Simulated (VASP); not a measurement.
Input:

```
CELL_PARAMETERS angstrom
      2.39500    -3.63500     0.00000
      2.39500     3.63500     0.00000
      0.00000     0.00000     9.79000
ATOMIC_POSITIONS crystal
  I  0.84600 0.84600 0.88300
  I  0.65400 0.65400 0.38300
  I  0.34600 0.34600 0.61700
  I  0.15400 0.15400 0.11700
```

Calculation: PBE GGA, VASP's PBE PAW potentials (set 64) (plane waves; VASP). Settings: 300 eV cut-off, 3×3×2 Γ-centred mesh, Fermi-Dirac smearing of 0.020 eV, potentials I.

Problem. Give the force on each atom (eV/Å).

Solution. 
```csv
atom,Fx,Fy,Fz
I1,-0.211,0.000,-0.425
I2,0.211,0.000,-0.425
I3,-0.211,0.000,0.425
I4,0.211,0.000,0.425
```

Problem. Give the stress tensor in GPa (positive for a compressed cell).

Solution. 
```
0.51  0.00  0.00
0.00  1.50  0.00
0.00  0.00  0.96
```
The pressure is its mean diagonal, 0.99 GPa.

The structure is a typed I crystal (Cmce). The cell was not relaxed at this level. The k-mesh is coarse (spacing up to 0.52 per Å, 2π included), so the numbers may not be converged in it.
